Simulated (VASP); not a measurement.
Given:

```
CoGa
1.0
    2.83608     0.00000     0.00000
    0.00000     2.83608     0.00000
    0.00000     0.00000     2.83608
Ga Co
1 1
Direct
  0.50000   0.50000   0.50000
  0.00000   0.00000   0.00000
```

Calculation: r2SCAN+rVV10, VASP's PBE PAW potentials (set 64) (plane waves; VASP 6.6.1). Numerical set-up: 520 eV cut-off, 13×13×13 Γ-centred mesh, first-order Methfessel-Paxton smearing of 0.10 eV, potentials Ga_d Co.

Q: Predict the energy per atom (σ→0), band gap (on the k-mesh) with the smallest direct gap where there is one.

A: 
```yaml
band gap (on the k-mesh): none (metal, semimetal or under 0.01 eV)
energy per atom (σ→0): -12.248 eV/atom
```

Total energies compare only between runs with the same potentials, cut-off and functional.

The compound is CoGa in the CsCl type structure. It was relaxed first. The run is not spin-polarised, so no magnetic state was tried.
